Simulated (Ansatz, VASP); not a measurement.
# Si2Ni: VASP beside Ansatz, part 2 of 2

Wanted: the spread between two codes on one cell, functional and k mesh. The cell is taken from a series of runs on this material, whose earlier steps may have relaxed, scaled, displaced or heated it; both programs get it as it stands.

VASP 6.6.1 and Ansatz 0.2.0.

So far: The structure; VASP: zone-centre phonons, PBEsol.

**3. Ansatz: zone-centre phonons, PBEsol**

Level of this step: Ansatz beside VASP: Kohn-Sham DFT, plane waves, PBEsol (Ansatz).

Ansatz runs on its PAW soft_1 files.

The same cell, functional, mesh and smearing now go to Ansatz, which takes its cutoff from its data sets.

File input.yaml:

```yaml
crystal:
  lattice:
    - [0.0, 2.7302555257, 2.7302555257]
    - [2.7302555257, 0.0, 2.7302555257]
    - [2.7302555257, 2.7302555257, 0.0]
  atoms:
    - { symbol: Si, position: [0.25, 0.25, 0.25] }
    - { symbol: Si, position: [0.75, 0.75, 0.75] }
    - { symbol: Ni, position: [0.0, 0.0, 0.0] }
kpoints:
  mp_grid: { grid: [16, 16, 16] }
hamiltonian:
  xc: pbesol
  pseudopotentials: { kind: paw, azcp: { folder: soft_1 }, xc_functional: pbe }
scf:
  occupations: { method: methfessel_paxton, width: 0.2 }
output:
  eigenvalues: true
phonons:
  method: dfpt
```

Launch:

```sh
ansatz run input.yaml --threads 4 --pin off --max-ram 10240MiB --backend cpu --events-out ev --progress --plain --runs-dir out
```

Numbers of over 12 decimals in the logs are rounded to 6 here.

Log:

```text
zone centre: on kpoints.mp_grid the ground state, and the responses unless they are solved on pairs of k-points, stand on 349 of the mesh's 4096 k-points, reduced under 8 symmetry operations, with k and −k counted as one. Each operation leaves every solved displacement unchanged or reverses it
Engine: ansatz 0.2.0, aarch64-unknown-linux-gnu
Pseudopotentials: kind: paw
Pseudopotential: Si, paw, valence charge 4, recommended cutoff 420 eV (normal), soft_1/Si.paw.azcp
Pseudopotential: Ni, paw, valence charge 18, recommended cutoff 420 eV (normal), soft_1/Ni.paw.azcp
Functional definition: PBEsol
  exchange = pbesol_x
  correlation = pbesol_c
Crystal: 3 atoms, lattice volume = 40.704 Å³
Basis set: ecut = 420 eV, 821 PW (Γ), exchange–correlation on 54×54×54 points (8 copies of the dense FFT grid, shifted against one another)
Bands: 17, of which v1, the nominal top of the filled ones, is band 13 counted from 1 (12 counted from 0)
Symmetry: 48 space group operations
k-points: 349 of 4096 (irreducible under 8 space group operations, time reversal used)
Non-local potential: Si, projectors of the file, l = 0: 2, l = 1: 2, l = 2: 1
Non-local potential: Ni, projectors of the file, l = 0: 3, l = 1: 2, l = 2: 3, l = 3: 1
PAW form: soft (Blöchl's): semilocal exchange-correlation on the pseudo side does not see the compensation charge
PAW frozen core: Si, regenerated for the run's functional, and the local potential with it (the file was generated under x = pbe(κ = 0.804, μ = 0.219515), c = pbe(β = 0.066725))
PAW frozen core: Ni, regenerated for the run's functional, and the local potential with it (the file was generated under x = pbe(κ = 0.804, μ = 0.219515), c = pbe(β = 0.066725))
PAW one-centre angular grid: Si, 110 points (default); XC on 64 Gauss nodes
PAW one-centre angular grid: Ni, 590 points (default); XC on 64 Gauss nodes
Initial density: superposition of atomic densities (chi_scale 0.1, normalization cell, long waves kept (reshape's long-wave potential 0.00 eV rms))
Initial wavefunctions: pseudopotential atomic-orbital guess
Functional: x = pbesol(κ = 0.804, μ = 0.123457), c = pbesol(β = 0.046)
SCF iter   1: F=—  HF=-7050.199336 eV  |F-HF|=—  |Δ(HF+E_count)|=         —  Δρ=8.97e-2  dr2=4.23e0  ethr=3.10e-3  ⟨swp⟩=5.3  Hψ=30054  notcnv=0
preconditioner: auto → Kerker (q_TF=auto, 2.532 Å⁻¹)  [metal: Δε(μ)=0.021 eV  Ē_g=8.648 eV  σ=0.200 eV  W_gap=0.09  n_scr=14 (ndim 8)  ℏωp=24.7 eV  f_vac=0.000  D(μ)=0.76/eV (n_scr^D=0)]
SCF iter   2: F=—  HF=-7049.648216 eV  |F-HF|=—  |Δ(HF+E_count)|=   5.51e-1  S|Δr|=    0.00e0  Δρ=3.83e-2  dr2=1.10e0  ethr=3.10e-3  ⟨swp⟩=2.9  Hψ=11893  notcnv=0  defer=9
SCF iter   3: F=—  HF=-7049.336912 eV  |F-HF|=—  |Δ(HF+E_count)|=   3.11e-1  S|Δr|=    0.00e0  Δρ=2.37e-2  dr2=2.56e-1  ethr=3.10e-3  ⟨swp⟩=2.8  Hψ=11443  notcnv=0  defer=9
SCF iter   4: F=—  HF=-7049.298530 eV  |F-HF|=—  |Δ(HF+E_count)|=   3.84e-2  S|Δr|=    0.00e0  Δρ=1.06e-2  dr2=3.39e-2  ethr=9.86e-4  ⟨swp⟩=2.0  Hψ=9887  notcnv=0  defer=7
SCF iter   5: F=—  HF=-7049.297966 eV  |F-HF|=—  |Δ(HF+E_count)|=   5.64e-4  S|Δr|=    0.00e0  Δρ=5.67e-3  dr2=1.17e-2  ethr=1.30e-4  ⟨swp⟩=2.2  Hψ=7492  notcnv=0  defer=5
SCF iter   6: F=—  HF=-7049.297253 eV  |F-HF|=—  |Δ(HF+E_count)|=   7.13e-4  S|Δr|=    0.00e0  Δρ=2.78e-3  dr2=3.06e-3  ethr=4.50e-5  ⟨swp⟩=1.0  Hψ=5928  notcnv=0  defer=5
SCF iter   7: F=—  HF=-7049.296931 eV  |F-HF|=—  |Δ(HF+E_count)|=   3.23e-4  S|Δr|=    0.00e0  Δρ=5.42e-4  dr2=1.19e-4  ethr=1.18e-5  ⟨swp⟩=1.0  Hψ=5938  notcnv=0  defer=5
SCF iter   8: F=—  HF=-7049.296928 eV  |F-HF|=—  |Δ(HF+E_count)|=   2.32e-6  S|Δr|=    0.00e0  Δρ=4.70e-5  dr2=9.74e-7  ethr=4.58e-7  ⟨swp⟩=1.9  Hψ=7694  notcnv=0  defer=5
SCF iter   9: F=—  HF=-7049.296942 eV  |F-HF|=—  |Δ(HF+E_count)|=   1.41e-5  S|Δr|=    0.00e0  Δρ=7.85e-6  dr2=2.35e-8  ethr=3.74e-9  ⟨swp⟩=2.1  Hψ=8619  notcnv=0  defer=5
SCF iter  10: F=—  HF=-7049.296942 eV  |F-HF|=—  |Δ(HF+E_count)|=   1.98e-9  S|Δr|=    0.00e0  Δρ=5.80e-7  dr2=1.03e-10  ethr=9.05e-11  ⟨swp⟩=2.0  Hψ=8118  notcnv=0  defer=5
SCF iter  11: F=—  HF=-7049.296942 eV  |F-HF|=—  |Δ(HF+E_count)|=  2.36e-11  S|Δr|=    0.00e0  Δρ=2.59e-7  dr2=2.06e-11  ethr=1.00e-12  ⟨swp⟩=6.3  Hψ=29160  notcnv=0
SCF iter  12: F=-7049.296942 eV  HF=-7049.296942 eV  |F-HF|=1.82e-12  |Δ(HF+E_count)|=  5.46e-12  S|Δr|=    0.00e0  Δρ=1.59e-8  dr2=7.27e-14  ethr=1.00e-12  ⟨swp⟩=5.0  Hψ=23559  notcnv=0
SCF 1 converged in 12 iterations: F = -7049.296942 eV  dr2 = 7.27e-14
  greatest PAW one-centre occupation: 1.000 electrons in one spin orbital (limit 2), on the Ni atom at site 2 (counted from 0), in its partial waves of l = 1
DFPT response loops at Γ: preconditioner auto → Kerker (q_TF=auto, 2.532 Å⁻¹) (partly filled bands, converged f_vac=0.001); β = 1.00, the filter's whole step (`scf.mixing.beta` (0.50) is not read by the response loops under this deck's `scf.mixing.preconditioner`; to damp them name `kerker` or `kerker_dos`, under which they read `scf.mixing.beta`, and type it under 1.00, their step now; both keys bind the ground state too); Broyden in place of MSR1
SCF converged after 12 iterations
Stability not checked: this state was not tested for a lower state beside it, because cold or Methfessel-Paxton smearing, or corrected tetrahedra, fill the levels in a way that the test cannot read (fill_not_monotonic; see scf.lower_state_search)
Free energy (F): -7049.296942 eV
Harris-Foulkes:  -7049.296942 eV  (|F-HF|=1.82e-12)
Internal energy: -7049.295937 eV  (E = F + TS)
E sigma→0 (E₀):  -7049.296691 eV
Entropy (-TS):   -0.001006 eV (-0.335 meV/atom)
Fermi energy:    12.565459 eV
--- Per-component energies (eV) ---
  E_band       = -357.005882
  E_kinetic    = 427.309494
  E_local      = -4245.926874  (includes V_loc(G=0)·N_el)
  E_nonlocal   = -75.441195
  E_hartree    = 2188.721585
  E_xc         = -227.400148
  E_vxc        = -245.589230  (∫ρ·V_xc dr)
  E_paw        = -2614.206327  (= ΣΔE_a)
  E_vpaw       = -594.802268  (= ΣTr[D̂ρ^β])
  E_aug_tail   = 0.001026  (compensation charges beyond the density's cutoff)
  E_ewald      = -2502.613908
  E_core_change = 0.260411  (= ΣΔE_core)
  E_smearing   = -0.001006  (= −TS)
  E_closure    = -0.000000  (closes the sum)
  Σ components = -7049.296942   (vs F -7049.296942, Δ=0.00e0)
--- Band table (eV; the first three rows and the last of 349) ---
  k-point 0: bands = [... 9 lower, 9.2387, 12.0719, 14.2780, 14.2780, 14.2780, 14.8627, 14.8627, 14.8627]
  k-point 1: bands = [... 9 lower, 9.2276, 12.0519, 13.5262, 13.9506, 13.9506, 15.1951, 15.1951, 15.6920]
  k-point 2: bands = [... 9 lower, 9.1994, 11.6893, 13.0727, 13.4643, 13.4643, 15.5291, 15.5291, 16.5007]
  k-point 348: bands = [... 9 lower, 8.9981, 9.1272, 9.5554, 10.2691, 14.7512, 14.7512, 17.2032, 17.7647]
--- Phonons (Γ-DFPT): 2 representative perturbations + reference, on 349 of 4096 k-points (Σ response iterations 6) ---
  k mesh reduced under 8 symmetry operations, with k and −k counted as one. Each operation leaves every solved displacement unchanged or reverses it
  ASR residual: 5.499e-6 → 0.000e0 eV/Å²; symmetrization residual: 1.218e-6 eV/Å²
  ASR residual per site (eV/Å²): 5.50e-6 5.50e-6 2.58e-6
  Γ frequencies (cm⁻¹): 0.00 0.00 0.00 285.95 285.95 285.95 302.60 302.60 302.60
  non-analytic LO–TO correction: not included (Born effective charges unavailable; polar crystals: no LO–TO splitting at Γ)
```

The column dr2 measures how far the density is from self-consistency, as an energy; F and HF (Harris–Foulkes) agree once it is small.

**4. Side by side**

Known differences besides the potentials themselves: the data sets hold 26 valence electrons in Ansatz (on its PAW soft_1 files) and 18 in VASP; the cutoff is 420 eV in Ansatz and 600 eV in VASP; Ansatz makes its cores anew for this functional, VASP keeps those of its PBE data sets. Total energies have different zeros and are not compared.

The two programs side by side:

```csv
quantity,Ansatz,VASP,difference
optical mode 1 to 3 (cm⁻¹),285.9,286.5,-0.21 %
optical mode 4 to 6 (cm⁻¹),302.6,302.3,+0.11 %
```

Modes are paired by rising frequency, not by their patterns, so a pair may set unlike modes beside each other; they are those without the splitting of longitudinal modes.

**5. Summary of results**

```yaml
r_m_s_difference_of_the_optical_zone_centre_modes_each_program_s_sorted_by_frequency_zone_centre_phonons_pbesol: 0.48 cm⁻¹
```

**Reading.** The r.m.s. difference of the optical zone-centre modes, each program's sorted by frequency is 0.48 cm⁻¹ (zone-centre phonons, PBEsol). The data sets hold unlike numbers of valence electrons (26 in Ansatz and 18 in VASP), so part of the differences comes from the potentials. How closely two codes agree says nothing of how well the functional describes the real material.

[Lines on the potential files, build, host, timing and source positions are cut from VASP's logs without a mark.]

[Logs are printed without paths, hosts, clocks, repeated set-up lines and the standing remarks that a program may print on its own settings, such as how far it seeks lower states.]

[Hosts, paths, dates, database ids (printed as entryN), source tags and the programs' standing remarks are cut or masked in the printed files.]
